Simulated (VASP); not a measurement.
Computed with r2SCAN meta-GGA, VASP's PBE PAW potentials (set 64) (plane waves; VASP).

VASP ran on this input.

POSCAR:
```
CdF2
3.9735810
  0.0000000000   0.7071067439   0.7071067439
  0.7071067439   0.0000000000   0.7071067439
  0.7071067439   0.7071067439   0.0000000000
Cd F
1 2
direct
  0.0000000000   0.0000000000   0.0000000000
  0.2500000000   0.2500000000   0.2500000000
  0.7500000000   0.7500000000   0.7500000000
```

**INCAR**
```
LWAVE = .False.
LMAXMIX = 4   # l cut-off of mixed one-centre charges
METAGGA = R2SCAN
ALGO = Normal   # blocked Davidson
SIGMA = 0.05   # width (eV)
EDIFF = 1E-7
SYSTEM = CdF2
ISIF = 2
ISMEAR = 0
ENCUT = 600   # plane-wave cut-off (eV)
LREAL = .False.   # projection in real space or not
NELM = 100
LCHARG = .False.
LMIXTAU = .True.
LASPH = .True.   # aspherical one-centre terms
PREC = Accurate
```

File KPOINTS:
```
Automatic
0
G
 6 6 6
```

POTCAR, in this order: Cd F (PBE.64 set). Program: vasp_std.

The run wrote:

OUTCAR:
```
 ion  position               nearest neighbor table
   1  0.000  0.000  0.000-   3 2.43   3 2.43   3 2.43   2 2.43   3 2.43   2 2.43   2 2.43   2 2.43
  LATTYP: Found a face centered cubic cell.
 ALAT       =     5.6194918452
 Subroutine PRICEL returns:
 Original cell was already a primitive cell.
 Subroutine GETGRP returns: Found 48 space group operations
The static configuration has the point symmetry O_h .
The dynamic configuration has the point symmetry O_h .
 Subroutine INISYM returns: Found 48 space group operations
 Subroutine IBZKPT returns following result:
 Found     16 irreducible k-points:

 Following reciprocal coordinates:
            Coordinates               Weight
  0.000000  0.000000  0.000000      1.000000
  0.166667  0.000000  0.000000      8.000000
  0.333333  0.000000  0.000000      8.000000
  0.500000  0.000000  0.000000      4.000000
  0.166667  0.166667  0.000000      6.000000
  0.333333  0.166667  0.000000     24.000000
  0.500000  0.166667  0.000000     24.000000
 -0.333333  0.166667  0.000000     24.000000
 -0.166667  0.166667  0.000000     12.000000
  0.333333  0.333333  0.000000      6.000000
...
```

**OSZICAR**
```
       N       E                     dE             d eps       ncg     rms          rms(c)
DAV:   1     0.189586712329E+03    0.18959E+03   -0.16921E+04   552   0.172E+03
DAV:   2    -0.325718331738E+02   -0.22216E+03   -0.21419E+03   595   0.404E+02
DAV:   3    -0.432454633454E+02   -0.10674E+02   -0.10650E+02   579   0.982E+01
DAV:   4    -0.433036900165E+02   -0.58227E-01   -0.58178E-01   647   0.741E+00
DAV:   5    -0.433038744720E+02   -0.18446E-03   -0.18445E-03   573   0.371E-01    0.764E+00
DAV:   6    -0.338288956550E+02    0.94750E+01   -0.56538E+00   592   0.533E+01    0.893E+00
DAV:   7    -0.332464302697E+02    0.58247E+00   -0.19392E+00   569   0.155E+01    0.401E+00
DAV:   8    -0.349568185749E+02   -0.17104E+01   -0.54494E-01   560   0.986E+00    0.174E+00
DAV:   9    -0.329609973206E+02    0.19958E+01   -0.57248E-01   552   0.794E+00    0.981E-01
DAV:  10    -0.335547482581E+02   -0.59375E+00   -0.49347E-01   544   0.679E+00    0.207E-01
DAV:  11    -0.335592340376E+02   -0.44858E-02   -0.52312E-03   553   0.828E-01    0.224E-01
DAV:  12    -0.335014743269E+02    0.57760E-01   -0.33824E-02   544   0.213E+00    0.229E-01
DAV:  13    -0.335613303283E+02   -0.59856E-01   -0.33702E-02   544   0.203E+00    0.732E-02
DAV:  14    -0.335613457158E+02   -0.15388E-04   -0.48865E-04   565   0.301E-01    0.763E-02
DAV:  15    -0.335615542833E+02   -0.20857E-03   -0.70766E-05   551   0.114E-01    0.589E-02
DAV:  16    -0.335615585948E+02   -0.43115E-05   -0.10178E-06   602   0.118E-02    0.578E-02
DAV:  17    -0.335615622972E+02   -0.37025E-05   -0.71706E-07   551   0.121E-02    0.466E-02
DAV:  18    -0.335615640341E+02   -0.17369E-05   -0.48192E-05   546   0.108E-01    0.321E-02
DAV:  19    -0.335615809809E+02   -0.16947E-04   -0.41790E-06   549   0.235E-02    0.249E-02
DAV:  20    -0.335615764783E+02    0.45026E-05   -0.14601E-06   547   0.170E-02    0.124E-02
DAV:  21    -0.335615865388E+02   -0.10060E-04   -0.45541E-06   546   0.275E-02    0.267E-03
DAV:  22    -0.335615866579E+02   -0.11902E-06   -0.11735E-07   442   0.421E-03    0.152E-03
DAV:  23    -0.335615867021E+02   -0.44275E-07   -0.76282E-08   419   0.358E-03
   1 F= -.33561587E+02 E0= -.33561587E+02  d E =-.506992E-14
```

### OUTCAR
```
------------------------ aborting loop because EDIFF is reached ----------------------------------------
  FORCE on cell =-STRESS in cart. coord.  units (eV):
  Direction    XX          YY          ZZ          XY          YZ          ZX
  --------------------------------------------------------------------------------------
  Total       -2.8425679     -2.8425679     -2.8425679      0.0000000      0.0000000     -0.0000000
  in kB     -102.6574063   -102.6574063   -102.6574063      0.0000000      0.0000000     -0.0000000
  external PRESSURE =    -102.6574063 kB  Pullay stress =       0.0000000 kB
  volume of cell :       44.36
      direct lattice vectors                 reciprocal lattice vectors
     0.000000000  2.809745923  2.809745923    -0.177952033  0.177952033  0.177952033
     2.809745923  0.000000000  2.809745923     0.177952033 -0.177952033  0.177952033
     2.809745923  2.809745923  0.000000000     0.177952033  0.177952033 -0.177952033
 POSITION                                       TOTAL-FORCE (eV/Angst)
 -----------------------------------------------------------------------------------
      0.00000      0.00000      0.00000         0.000000      0.000000      0.000000
      1.40487      1.40487      1.40487         0.000000     -0.000000     -0.000000
      4.21462      4.21462      4.21462        -0.000000      0.000000      0.000000
 -----------------------------------------------------------------------------------
    total drift:                                0.000000     -0.000000      0.000000
  FREE ENERGIE OF THE ION-ELECTRON SYSTEM (eV)
  ---------------------------------------------------
  free  energy   TOTEN  =       -33.5615867021 eV

  energy  without entropy=      -33.5615867021  energy(sigma->0) =      -33.56158670
```
(Selected blocks of OUTCAR.)

The compound is CdF2 in the fluorite structure. This cell was strained or had an atom moved on purpose.
